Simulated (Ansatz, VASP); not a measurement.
**One calculation of HfRu3, two programs**

The input run.py:

```python
from ase.calculators.vasp import Vasp
from ase.dft.bandgap import bandgap
from ase.io import read

atoms = read('POSCAR')
calc = Vasp(
    directory='calc',
    xc='lda',
    pp='LDA',
    setups='recommended',
    pp_version='54',
    prec='Accurate',
    encut=520,
    ediff=1e-06,
    ismear=0,
    sigma=0.05,
    lreal=False,
    lasph=True,
    nelm=60,
    algo='Normal',
    isif=2,
    lwave=False,
    lcharg=False,
    kpts=[7, 7, 7],
    gamma=True,
    nbands=34,
)
atoms.calc = calc

print('energy (eV):', atoms.get_potential_energy())
print('free energy (eV):', atoms.get_potential_energy(force_consistent=True))
print('forces (eV/A):')
print(atoms.get_forces())
print('stress (eV/A^3, Voigt):', atoms.get_stress())
print('Fermi level (eV):', calc.get_fermi_level())
gap, top, bottom = bandgap(calc)
print('band gap (eV):', gap, 'from (spin, k, band)', top, 'to', bottom)
```

POSCAR

```
HfRu3
1.0
    3.9557730000      0.0000000000      0.0000000000
    0.0000000000      3.9557730000      0.0000000000
    0.0000000000      0.0000000000      3.9557730000
Hf Ru
1 3
Direct
    0.0000000000      0.0000000000      0.0000000000
    0.0000000000      0.5000000000      0.5000000000
    0.5000000000      0.0000000000      0.5000000000
    0.5000000000      0.5000000000      0.0000000000
```

File input.yaml:

```yaml
crystal:
  lattice:
    - [3.955773, 0.0, 0.0]
    - [0.0, 3.955773, 0.0]
    - [0.0, 0.0, 3.955773]
  atoms:
    - { symbol: Hf, position: [0.0, 0.0, 0.0] }
    - { symbol: Ru, position: [0.0, 0.5, 0.5] }
    - { symbol: Ru, position: [0.5, 0.0, 0.5] }
    - { symbol: Ru, position: [0.5, 0.5, 0.0] }
hamiltonian:
  xc: lda
  pseudopotentials: { kind: paw }
kpoints:
  mp_grid: { grid: [7, 7, 7] }
scf:
  occupations: { method: gaussian, width: 0.05 }
output:
  forces: true
  stress: true
  eigenvalues: true
  write_density: true
  write_potential: true
  elf: true
  volumetric_format: npy
```

The cell comes from a database or a generator and needn't be the stable form of this composition.

Alike in both runs: task single point; functional LDA; k mesh 7 × 7 × 7; occupations gaussian, width 0.05 eV; no spin polarisation.

```csv
,VASP,Ansatz
version,VASP 6.6.1,Ansatz 0.2.0
potentials or method,"VASP PAW LDA potentials, release 54 (Hf_pv, Ru_pv)",Ansatz PAW
plane-wave cutoff (eV),520,420
valence electrons in the cell,52,74
```

|  | VASP | Ansatz | Ansatz less VASP |
| --- | --- | --- | --- |
| gap on the k mesh at the Fermi level (eV) | none | none | - |
| pressure (GPa) | -15.1 | -15.1 | +0.06 |

A gap of «none» marks a metal or a gap that the smearing closes. The two sets of potentials don't hold the same shells in valence.

Caveats: so large a pressure means that the cell lies far from this level's equilibrium, or that cutoff or potentials fall short; the PAW data sets come from PBE, with cores solved anew for the run's functional, which leaves a small shift of forces and pressure (Ansatz). Spin-orbit coupling is left out, which matters for the levels of Hf.
